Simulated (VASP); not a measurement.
Data:

```xyz
2
Lattice="2.5827 0.0000 0.0000 0.0000 2.5827 0.0000 0.0000 0.0000 2.5827" Properties=species:S:1:pos:R:3 pbc="T T T"
Al     0.0000     0.0000     0.0000
N      1.2914     1.2914     1.2914
```

The numbers are results of r2SCAN meta-GGA, VASP's PBE PAW potentials (set 64) (plane waves; VASP), not measurements. Run with 520 eV cut-off, 16×16×16 Γ-centred mesh, tetrahedra with Blöchl corrections, potentials Al N.

Task: Give the energies of bands 2 to 7 at the high-symmetry points, in eV from the Fermi level.

Result: 
```csv
band,Γ,X,M,R
2,-1.72,-10.78,-7.82,-5.40
3,-1.72,-0.61,-7.82,-5.40
4,-1.72,-0.61,-1.18,-5.40
5,1.54,5.32,0.54,1.73
6,6.68,8.53,10.62,1.73
7,6.68,10.58,10.62,1.73
```

It has no gap at this level: it comes out as a metal or semimetal.

The structure was generated: AlN was put into the CsCl type (Pm-3m), which need not be its known phase. It was relaxed first, which changed the volume by +12 %.
